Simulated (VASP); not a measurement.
Molecule: H2, in a box.

```
CELL_PARAMETERS angstrom
11.17151 0.00000 0.00000
0.00000 11.67151 0.00000
0.00000 0.00000 12.17151
ATOMIC_POSITIONS crystal
H 0.50298 0.48780 0.52759
H 0.49722 0.51966 0.47427
```

Base run:

| Item | Value |
| --- | --- |
| Program | VASP 6.6.1 |
| Functional | rev-vdW-DF2 |
| Potentials or basis | VASP PAW PBE potentials, release 64 (H) |
| Cutoff | 400 eV |
| k mesh | 1 × 1 × 1 |
| Occupations | gaussian, width 0.01 eV |
| Spin | no spin polarisation |

Its results: gap between the frontier levels 10.07 eV; largest force 0.008 eV/Å.

The run is repeated on the same cell with these changes: functional from rev-vdW-DF2 to optB86b-vdW. What comes out?

Gap between the frontier levels 9.98 eV; largest force 0.018 eV/Å.

Caveats: the PAW data sets were made with another functional, which shifts forces and pressure a little.

